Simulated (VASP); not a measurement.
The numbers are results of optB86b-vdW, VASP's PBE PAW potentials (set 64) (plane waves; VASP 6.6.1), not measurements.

Input for VASP

KPOINTS:
```
Automatic
0
G
 7 7 7
```

INCAR:
```
IBRION=2   # conjugate gradients
LUSE_VDW=.TRUE.
SYSTEM=Sb
LREAL=.FALSE.
EDIFF=1E-7
ISMEAR=0   # Gaussian
EDIFFG=-0.01
PARAM2=1.0
NSW=30   # most ionic steps
PREC=Accurate
PARAM1=0.1234
ISIF=4   # ions and shape, fixed volume
NELM=100
SIGMA=0.05   # width (eV)
GGA=MK
ALGO=Normal
LCHARG=.FALSE.
ENCUT=520   # plane-wave cut-off (eV)
LWAVE=.FALSE.
AGGAC=0.0
LASPH=.TRUE.   # aspherical one-centre terms
LMAXMIX=4   # l cut-off of mixed one-centre charges
```

File POSCAR:
```
Sb
1
    3.8818762710    -2.1392239337    -0.0153990278
    3.8818762710     2.1392239337    -0.0153990278
    2.7169452459     0.0000000000     3.5019546704
Sb
2
Direct
  0.2344148959   0.2344148959   0.2344148959
  0.7655851041   0.7655851041   0.7655851041
```

POTCAR, in this order: Sb (PBE.64 set). Program: vasp_std.

The resulting files:

File OSZICAR:
```
       N       E                     dE             d eps       ncg     rms          rms(c)
DAV:   1     0.416252659160E+02    0.41625E+02   -0.37400E+03   792   0.878E+02
DAV:   2    -0.298716259751E+01   -0.44612E+02   -0.43286E+02  1074   0.124E+02
DAV:   3    -0.453352936345E+01   -0.15464E+01   -0.15344E+01  1048   0.286E+01
DAV:   4    -0.454647855099E+01   -0.12949E-01   -0.12946E-01   970   0.281E+00
DAV:   5    -0.454658923526E+01   -0.11068E-03   -0.11068E-03   905   0.265E-01    0.291E+00
DAV:   6    -0.454414435619E+01    0.24449E-02   -0.40820E-03   915   0.517E-01    0.179E+00
DAV:   7    -0.454391879835E+01    0.22556E-03   -0.96867E-03   851   0.803E-01    0.721E-02
DAV:   8    -0.454401016176E+01   -0.91363E-04   -0.24608E-04   856   0.125E-01    0.225E-02
DAV:   9    -0.454403575265E+01   -0.25591E-04   -0.36876E-05   889   0.494E-02    0.927E-03
DAV:  10    -0.454403643334E+01   -0.68070E-06   -0.38715E-06   926   0.132E-02    0.117E-03
DAV:  11    -0.454403648372E+01   -0.50375E-07   -0.32664E-07   843   0.434E-03
   1 F= -.45440365E+01 E0= -.45440365E+01  d E =-.454404E+01
       N       E                     dE             d eps       ncg     rms          rms(c)
DAV:   1    -0.455096366624E+01   -0.69272E-02   -0.19139E-01   853   0.272E+00    0.990E-02
DAV:   2    -0.455140954962E+01   -0.44588E-03   -0.49769E-03   840   0.599E-01    0.441E-02
DAV:   3    -0.455139300302E+01    0.16547E-04   -0.82429E-05   939   0.772E-02    0.187E-02
DAV:   4    -0.455139172629E+01    0.12767E-05   -0.12804E-05   845   0.254E-02    0.559E-03
DAV:   5    -0.455139170901E+01    0.17281E-07   -0.89919E-07   868   0.704E-03
   2 F= -.45513917E+01 E0= -.45513916E+01  d E =-.735523E-02
       N       E                     dE             d eps       ncg     rms          rms(c)
DAV:   1    -0.455358081391E+01   -0.21891E-02   -0.33129E-01   853   0.355E+00    0.121E-01
DAV:   2    -0.455435830476E+01   -0.77749E-03   -0.85311E-03   844   0.786E-01    0.590E-02
DAV:   3    -0.455433562131E+01    0.22683E-04   -0.14260E-04   920   0.102E-01    0.236E-02
DAV:   4    -0.455433552762E+01    0.93684E-07   -0.18584E-05   863   0.318E-02    0.724E-03
DAV:   5    -0.455433554516E+01   -0.17537E-07   -0.15500E-06   860   0.888E-03    0.111E-03
DAV:   6    -0.455433560644E+01   -0.61282E-07   -0.12277E-07   449   0.259E-03
   3 F= -.45543356E+01 E0= -.45543347E+01  d E =-.102991E-01
       N       E                     dE             d eps       ncg     rms          rms(c)
DAV:   1    -0.455435217615E+01   -0.16631E-04   -0.18414E-03   853   0.264E-01    0.959E-03
DAV:   2    -0.455435697115E+01   -0.47950E-05   -0.47690E-05   843   0.586E-02    0.438E-03
DAV:   3    -0.455435714974E+01   -0.17859E-06   -0.72233E-07   944   0.746E-03    0.184E-03
DAV:   4    -0.455435731557E+01   -0.16584E-06   -0.10136E-07   486   0.242E-03    0.402E-04
DAV:   5    -0.455435732117E+01   -0.55951E-08   -0.13234E-08   399   0.101E-03
   4 F= -.45543573E+01 E0= -.45543566E+01  d E =-.103208E-01
       N       E                     dE             d eps       ncg     rms          rms(c)
DAV:   1    -0.455463947631E+01   -0.28216E-03   -0.79496E-03   817   0.522E-01    0.373E-02
DAV:   2    -0.455462862944E+01    0.10847E-04   -0.19048E-04   827   0.110E-01    0.219E-02
DAV:   3    -0.455462159186E+01    0.70376E-05   -0.49162E-05  1020   0.429E-02    0.415E-03
DAV:   4    -0.455462196519E+01   -0.37333E-06   -0.43536E-06   825   0.162E-02    0.241E-03
DAV:   5    -0.455462203888E+01   -0.73692E-07   -0.39668E-07   872   0.467E-03
   5 F= -.45546220E+01 E0= -.45546209E+01  d E =-.264718E-03
       N       E                     dE             d eps       ncg     rms          rms(c)
DAV:   1    -0.455470081303E+01   -0.78848E-04   -0.53046E-03   818   0.426E-01    0.304E-02
DAV:   2    -0.455469394845E+01    0.68646E-05   -0.12649E-04   828   0.900E-02    0.179E-02
DAV:   3    -0.455468942567E+01    0.45228E-05   -0.32528E-05  1019   0.350E-02    0.338E-03
DAV:   4    -0.455468968352E+01   -0.25785E-06   -0.28913E-06   820   0.132E-02    0.197E-03
DAV:   5    -0.455468973586E+01   -0.52344E-07   -0.26555E-07   809   0.384E-03
   6 F= -.45546897E+01 E0= -.45546879E+01  d E =-.332415E-03
```

OUTCAR:
```
------------------------ aborting loop because EDIFF is reached ----------------------------------------
  FORCE on cell =-STRESS in cart. coord.  units (eV):
  Direction    XX          YY          ZZ          XY          YZ          ZX
  --------------------------------------------------------------------------------------
  Total        1.1057904      1.1061695      1.1061282      0.0000000     -0.0000000     -0.0001258
  in kB       30.3675941     30.3780038     30.3768700      0.0000000     -0.0000000     -0.0034560
  external PRESSURE =      30.3741560 kB  Pullay stress =       0.0000000 kB
  volume of cell :       58.34
      direct lattice vectors                 reciprocal lattice vectors
     3.839042879 -2.153254635 -0.038118723     0.129263616 -0.232206629 -0.098414542
     3.839042879  2.153254635 -0.038118723     0.129263616  0.232206629 -0.098414542
     2.666471217 -0.000000000  3.502304682     0.002813784 -0.000000000  0.283384005
 POSITION                                       TOTAL-FORCE (eV/Angst)
 -----------------------------------------------------------------------------------
      2.45485     -0.00000      0.81303        -0.000326      0.000000     -0.000108
      7.88971     -0.00000      2.61303         0.000326     -0.000000      0.000108
 -----------------------------------------------------------------------------------
    total drift:                               -0.000000     -0.000000     -0.000000
  FREE ENERGIE OF THE ION-ELECTRON SYSTEM (eV)
  ---------------------------------------------------
  free  energy   TOTEN  =        -4.5546897359 eV

  energy  without entropy=       -4.5546861410  energy(sigma->0) =       -4.55468794

 reached required accuracy - stopping structural energy minimisation
```
(Selected blocks of OUTCAR.)

File CONTCAR:
```
Sb
   1.00000000000000
     3.8390428786046797   -2.1532546354073809   -0.0381187225977483
     3.8390428786046797    2.1532546354073809   -0.0381187225977482
     2.6664712173419653   -0.0000000000000000    3.5023046816192429
  Sb
     2
Direct
     0.2373081292019286    0.2373081292019286    0.2373081292311784
     0.7626918707980714    0.7626918707980714    0.7626918707688217
```

The compound is Sb in the a7 structure. This cell is one point of a volume scan, at 0.94 of the reference volume. Symmetry was kept, so distortions that lower it aren't found.
